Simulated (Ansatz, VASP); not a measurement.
# ZrGe2As4 (ZrGe2As4 monolayer): VASP beside Ansatz, part 2 of 2

Aim: how closely do two programs agree when they are given the same cell, functional and k mesh? The structure shown is the start of the Ansatz relaxation below; VASP solves that cell, so the two are compared at the walk's first step.

VASP 6.6.1 and Ansatz 0.2.0.

So far: Set-up; Ansatz: relaxation, PBE with D3(BJ).

## 3. VASP: single point, PBE with D3(BJ), start cell

Level of this step: PBE with D3(BJ); plane waves and PAW (As, Ge_d, Zr_sv) (VASP).

The same cell, functional, mesh and smearing now go to VASP, with its own data sets.

Lines of VASP's logs that name or quote its potential files are left out, and so is its time.

Contents of INCAR:

```
SYSTEM = ZrGe2As4
PREC = Accurate
ENCUT = 410
EDIFF = 1E-06
NELM = 120
ISMEAR = -1
SIGMA = 0.05
LREAL = .FALSE.
ALGO = Normal
GGA = PE
IVDW = 12
NBANDS = 37
LASPH = .TRUE.
LORBIT = 11
LWAVE = .FALSE.
LCHARG = .FALSE.
ISIF = 2
LDIPOL = .TRUE.
IDIPOL = 3
DIPOL = 0.5 0.5 0.5
LVHAR = .TRUE.
GGA_COMPAT = .FALSE.
NELMDL = -8
KPAR = 2
```

Contents of POSCAR:

```
ZrGe2As4
1.0
    3.7300000000      0.0000000000      0.0000000000
   -1.8650000000      3.2302750000      0.0000000000
    0.0000000000      0.0000000000     50.5703430000
As Ge Zr
4 2 1
Direct
    0.0000000000      0.0000000000      0.4033984899
    0.3333333849      0.6666667699      0.4663404992
    0.3333333849      0.6666667699      0.5336595008
    0.0000000000      0.0000000000      0.5966015101
    0.3333333849      0.6666667699      0.4204638082
    0.3333333849      0.6666667699      0.5795361918
    0.0000000000      0.0000000000      0.4999999901
```

Contents of KPOINTS:

```
Automatic mesh
0
Gamma
12 12 1
0 0 0
```

The projector-augmented-wave data sets are As, Ge_d and Zr_sv (PBE family, release 64).

The run is started by

```console
mpirun -np 2 vasp_std
```

Numbers of over 12 decimals in the logs are rounded to 6 here.

Output:

```text
[banner, memory and clock lines left out]
running    2 mpi-ranks, on    1 nodes
 distrk:  each k-point on    1 cores,    2 groups
 distr:  one band on    1 cores,    1 groups

 POSCAR found type information on POSCAR AsGeZr
 POSCAR found :  3 types and       7 ions
 LDA part: xc-table for (Slater+PW92), standard interpolation
|                                                                             |
|           W    W    AA    RRRRR   N    N  II  N    N   GGGG   !!!           |
|           W    W   A  A   R    R  NN   N  II  NN   N  G    G  !!!           |
|           W    W  A    A  R    R  N N  N  II  N N  N  G       !!!           |
|           W WW W  AAAAAA  RRRRR   N  N N  II  N  N N  G  GGG   !            |
|           WW  WW  A    A  R   R   N   NN  II  N   NN  G    G                |
|           W    W  A    A  R    R  N    N  II  N    N   GGGG   !!!           |
|                                                                             |
|     One of the lattice vectors is very long (>50 A), but AMIN is rather     |
|     large. This can spoil convergence since charge sloshing might occur     |
|     along the long lattice vector. If problems with convergence are         |
|     observed, try to decrease AMIN to a smaller value (e.g. 0.01).          |
|     Note: This warning only applies if the self-consistency cycle is        |
|     used.                                                                   |
|                                                                             |

 POSCAR, INCAR and KPOINTS ok, starting setup
 FFT: planning ... GRIDC
 FFT: planning ... GRID_SOFT
 FFT: planning ... GRID
 WAVECAR not read
 entering main loop
       N       E                     dE             d eps       ncg     rms          rms(c)
DAV:   1     0.505503093007E+03    0.50550E+03   -0.23929E+04  1670   0.135E+03
DAV:   2     0.286939582907E+02   -0.47681E+03   -0.46660E+03  1744   0.321E+02
DAV:   3    -0.341881565233E+02   -0.62882E+02   -0.62149E+02  2103   0.139E+02
DAV:   4    -0.379835642056E+02   -0.37954E+01   -0.37683E+01  2162   0.352E+01
DAV:   5    -0.382859328366E+02   -0.30237E+00   -0.30204E+00  2380   0.607E+00
DAV:   6    -0.382921196864E+02   -0.61868E-02   -0.61862E-02  2183   0.863E-01
DAV:   7    -0.382923098846E+02   -0.19020E-03   -0.19019E-03  2396   0.149E-01
DAV:   8    -0.382923158957E+02   -0.60110E-05   -0.60111E-05  2095   0.229E-02    0.134E+01
DAV:   9    -0.367246399048E+02    0.15677E+01   -0.58654E+00  1691   0.966E+00    0.544E+00
DAV:  10    -0.365819456537E+02    0.14269E+00   -0.14311E+00  2076   0.509E+00    0.238E+00
DAV:  11    -0.365495986160E+02    0.32347E-01   -0.47392E-01  1754   0.288E+00    0.930E-01
DAV:  12    -0.365425290630E+02    0.70696E-02   -0.69616E-02  1872   0.107E+00    0.346E-01
DAV:  13    -0.365423368218E+02    0.19224E-03   -0.90499E-03  1724   0.421E-01    0.143E-01
DAV:  14    -0.365426125491E+02   -0.27573E-03   -0.12405E-03  1719   0.182E-01    0.497E-02
[...]
DAV:  18    -0.365427943602E+02   -0.45252E-04   -0.46997E-06  1267   0.736E-03    0.232E-03
DAV:  19    -0.365428127086E+02   -0.18348E-04   -0.83469E-07  1138   0.354E-03    0.155E-03
DAV:  20    -0.365428496720E+02   -0.36963E-04   -0.37161E-06  1196   0.403E-03    0.123E-03
DAV:  21    -0.365428571655E+02   -0.74936E-05   -0.56172E-07  1143   0.203E-03    0.559E-04
DAV:  22    -0.365428653767E+02   -0.82112E-05   -0.29487E-07  1086   0.151E-03    0.383E-04
DAV:  23    -0.365428680958E+02   -0.27191E-05   -0.63310E-08   998   0.978E-04    0.245E-04
DAV:  24    -0.365428712713E+02   -0.31756E-05   -0.52018E-08  1012   0.717E-04    0.173E-04
DAV:  25    -0.365428719488E+02   -0.67747E-06   -0.15208E-08   943   0.453E-04
   1 F= -.38922866E+02 E0= -.38914568E+02  d E =-.165956E-01
```

Parts of OUTCAR (step 3):

```text
ion  position               nearest neighbor table
   1  0.000  0.000  0.403-   5 2.32   5 2.32   5 2.32
   2  0.333  0.667  0.466-   5 2.32   7 2.74   7 2.74   7 2.74
   3  0.333  0.667  0.534-   6 2.32   7 2.75   7 2.75   7 2.75
   4  0.000  0.000  0.597-   6 2.32   6 2.32   6 2.32
   5  0.333  0.667  0.420-   2 2.32   1 2.32   1 2.32   1 2.32
   6  0.333  0.667  0.580-   3 2.32   4 2.32   4 2.32   4 2.32
   7  0.000  0.000  0.500-   2 2.74   2 2.74   2 2.74   3 2.75   3 2.75   3 2.75

  LATTYP: Found a hexagonal cell.
 ALAT       =     3.7300000000
 C/A-ratio  =    13.5577327078

 Subroutine GETGRP returns: Found 12 space group operations
 (whereof 12 operations were pure point group operations)

The static configuration has the point symmetry D_3h.

 Found     19 irreducible k-points:

   k-points           NKPTS =     19   k-points in BZ     NKDIM =     19   number of bands    NBANDS=     37

   dimension x,y,z NGX =    28 NGY =   28 NGZ =  336
   dimension x,y,z NGXF=    56 NGYF=   56 NGZF=  672

   ENCUT  =  410.0 eV  30.13 Ry    5.49 a.u.   6.16  6.16 83.49*2*pi/ulx,y,z

   NELECT =      60.0000    total number of electrons

 k-points in reciprocal lattice and weights: Automatic mesh
   0.00000000  0.00000000  0.00000000       0.007
   0.08333333  0.00000000  0.00000000       0.042
   0.16666667 -0.00000000  0.00000000       0.042
   0.25000000  0.00000000  0.00000000       0.042
   0.33333333 -0.00000000  0.00000000       0.042
   0.41666667  0.00000000  0.00000000       0.042
   0.50000000  0.00000000  0.00000000       0.021
   0.08333333  0.08333333  0.00000000       0.042
   0.16666667  0.08333333  0.00000000       0.083
[...]
0.33333333  0.25000000  0.00000000       0.083
   0.33333333  0.33333333  0.00000000       0.014

 dipolmoment           0.000000      0.000000      0.000006 electrons x Angstroem

 average (electrostatic) potential at core
       1 -57.1550       2 -56.0737       3 -56.0736       4 -57.1550       5 -82.2566
       6 -82.2565       7 -85.9147

 E-fermi :  -2.1945

 k-point     1 :       0.0000    0.0000    0.0000
  band No.  band energies     occupation
    ...
     25      -4.1370      2.00000
     26      -3.0609      2.00000
     27      -3.0609      2.00000
     28      -3.0004      2.00000
     29      -2.1567      0.63905
     30      -2.0472      0.09988
     31      -2.0472      0.09987
     32      -1.8036      0.00080
     33      -1.0499      0.00000
     34       0.3371      0.00000
    ...

 k-point     2 :       0.0833    0.0000    0.0000
  band No.  band energies     occupation
    ...
     26      -3.3457      2.00000
     27      -3.0274      2.00000
     28      -2.9991      2.00000
     29      -2.2625      1.59146
     30      -2.1748      0.80590
     31      -1.6911      0.00008
     32      -1.1091      0.00000
     33      -0.8676      0.00000
     34       0.3018      0.00000
     35       0.3423      0.00000
    ...

 k-point     3 :       0.1667   -0.0000    0.0000
  band No.  band energies     occupation
    ...
     26      -3.9432      2.00000
     27      -3.1947      2.00000
     28      -2.8202      1.99999
     29      -2.8092      1.99999
     30      -2.4832      1.99380
     31      -1.7091      0.00012
     32      -0.7826      0.00000
     33      -0.7688      0.00000
     34       0.6295      0.00000
     35       0.7969      0.00000
    ...

 Edisp (eV)   -2.37999

  Total       5.93992     5.93992     7.88256     0.00000    -0.00000     0.00000
  in kB      15.61876    15.61876    20.72687     0.00000    -0.00000     0.00000
  external pressure =       17.32 kB  Pullay stress =        0.00 kB

  energy-cutoff  :      410.00
  volume of cell :      609.32
      direct lattice vectors                 reciprocal lattice vectors
     3.730000000  0.000000000  0.000000000     0.268096515  0.154785583  0.000000000
    -1.865000000  3.230275000  0.000000000     0.000000000  0.309571167  0.000000000
     0.000000000  0.000000000 50.570343000     0.000000000  0.000000000  0.019774436

 POSITION                                       TOTAL-FORCE (eV/Angst)
 -----------------------------------------------------------------------------------
      0.00000      0.00000     20.40000         0.000000      0.000000     -2.841519
     -0.00000      2.15352     23.58300         0.000000      0.000000      2.009799
     -0.00000      2.15352     26.98734         0.000000      0.000000     -2.009799
      0.00000      0.00000     30.17034         0.000000      0.000000      2.841519
     -0.00000      2.15352     21.26300        -0.000000     -0.000000      1.604503
     -0.00000      2.15352     29.30734        -0.000000     -0.000000     -1.604503
      0.00000      0.00000     25.28517        -0.000000     -0.000000      0.000000
 -----------------------------------------------------------------------------------
    total drift:                               -0.000005     -0.000537      0.001317

  FREE ENERGIE OF THE ION-ELECTRON SYSTEM (eV)
  ---------------------------------------------------
  free  energy   TOTEN  =       -38.9228661152 eV

  energy  without entropy=      -38.9062705088  energy(sigma->0) =      -38.91456831

 vacuum level on the upper side and lower side of the slab         2.604         2.604

 total charge
# of ion       s       p       d       tot
------------------------------------------
    1        1.246   1.590   0.047   2.883
    2        1.215   1.605   0.035   2.855
    3        1.215   1.605   0.035   2.855
    4        1.246   1.590   0.047   2.883
    5        1.121   1.328  10.097  12.545
    6        1.121   1.328  10.097  12.545
    7        2.156   5.986   1.605   9.747
--------------------------------------------------
tot          9.321  15.032  21.961  46.314

[... 3 further parts left out ...]
```

## 4. Differences

Known differences besides the potentials themselves: Ansatz cuts the interaction across the vacuum, VASP repeats the sheet with a dipole correction; the data sets hold 100 valence electrons in Ansatz (on its default PAW (the set named soft_2) files) and 60 in VASP; the cutoff is 420 eV in Ansatz and 410 eV in VASP. Total energies have different zeros and are not compared.

Forces (eV/Å; atoms numbered as in POSCAR):

| atom | Ansatz x, y, z | VASP x, y, z |
| --- | --- | --- |
| As1 | 0.000, 0.000, -2.801 | 0.000, 0.000, -2.842 |
| As2 | 0.000, 0.000, 1.995 | 0.000, 0.000, 2.010 |
| As3 | 0.000, 0.000, -1.995 | 0.000, 0.000, -2.010 |
| As4 | 0.000, 0.000, 2.801 | 0.000, 0.000, 2.842 |
| Ge5 | 0.000, 0.000, 1.598 | 0.000, 0.000, 1.605 |
| Ge6 | 0.000, 0.000, -1.598 | 0.000, 0.000, -1.605 |
| Zr7 | 0.000, 0.000, 0.000 | 0.000, 0.000, 0.000 |

The forces differ by 13 meV/Å r.m.s., which is 1.1 % of the r.m.s. force of 1.183 eV/Å (both taken over all components). With vacuum in the cell, a pressure given here is an average over mostly empty space and none of the material.

## 5. Results

```yaml
r_m_s_force_difference_single_point_pbe_with_d3_bj_start_cell: 1.1 % of the r.m.s. force
```

What this shows: The r.m.s. force difference is 1.1 % of the r.m.s. force (single point, PBE with D3(BJ), start cell), within the 3 % picked in this series as the mark of a large difference. The data sets hold unlike numbers of valence electrons (100 in Ansatz and 60 in VASP), so part of the differences comes from the potentials. 1 further run of this series is not shown here. How closely two codes agree says nothing of how well the functional describes the real material.

[Lines on the potential files, build, host, timing and source positions are cut from VASP's logs without a mark.]

[Logs are printed without paths, hosts, clocks, repeated set-up lines and the standing remarks that a program may print on its own settings, such as how far it seeks lower states.]

[Hosts, paths, dates, database ids (printed as entryN), source tags and the programs' standing remarks are cut or masked in the printed files.]
